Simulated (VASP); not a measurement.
Here is the system:

```
CELL_PARAMETERS angstrom
      2.74481     0.00000     0.00000
      0.00000     2.74481     0.00000
      0.00000     0.00000     2.74481
ATOMIC_POSITIONS crystal
  Pd 0.00000 0.00000 0.00000
  B  0.50000 0.50000 0.50000
```

All values below come from PBEsol GGA, VASP's PBE PAW potentials (set 64) (plane waves; VASP). Run with 520 eV cut-off, Gaussian smearing of 0.050 eV, potentials Pd B.

Give the energies of bands 2 to 9 at the high-symmetry points, in eV from the Fermi level.

| band | Γ | X | M | R |
|---|---|---|---|---|
| 2 | -6.19 | -8.45 | -5.38 | -7.77 |
| 3 | -6.19 | -5.63 | -3.97 | -7.77 |
| 4 | -2.55 | -4.65 | -3.97 | -2.30 |
| 5 | -2.55 | -4.65 | -3.72 | -1.23 |
| 6 | -2.55 | -2.38 | -3.72 | -1.23 |
| 7 | 2.11 | -0.48 | -1.31 | 4.64 |
| 8 | 2.11 | 6.24 | 2.11 | 4.64 |
| 9 | 2.11 | 6.24 | 4.32 | 4.64 |

It has no gap at this level: it comes out as a metal or semimetal.

The structure was generated: PdB was put into the CsCl type type (Pm-3m), which need not be its known phase. It was relaxed first, which changed the volume by -15 %. The electron count is odd and the run is not spin-polarised, which forces a metal.
